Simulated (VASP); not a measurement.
Given:

```
TaTe
1.0
    0.00000     3.09152     3.09152
    3.09152     0.00000     3.09152
    3.09152     3.09152     0.00000
Ta Te
1 1
Cartesian
  0.00000   0.00000   0.00000
  1.54576   1.54576   1.54576
```

All values below come from PBEsol GGA, VASP's PBE PAW potentials (set 64) (plane waves; VASP). Settings: 400 eV cut-off, Gaussian smearing of 0.050 eV, potentials Ta_pv Te.

**Question.** Give the energies of bands 5 to 11 at the high-symmetry points, in eV from the Fermi level.

**Answer.** 
```tsv
band	Γ	X	U	L	W
5	-4.10	-5.89	-5.45	-5.57	-5.13
6	-4.10	-3.39	-4.25	-3.82	-4.71
7	-4.10	-3.39	-3.51	-3.82	-3.44
8	-0.05	-1.24	-1.16	-0.03	-1.27
9	-0.05	-0.41	0.07	0.22	-0.16
10	0.96	0.62	0.15	0.22	0.36
11	4.54	0.98	1.54	2.25	1.30
```

It has no gap at this level: it comes out as a metal or semimetal.

The structure was generated: TaTe was put into the zinc blende type (F-43m), which need not be its known phase. It was relaxed first, which changed the volume by -34 %. The electron count is odd and the run is not spin-polarised, which forces a metal.
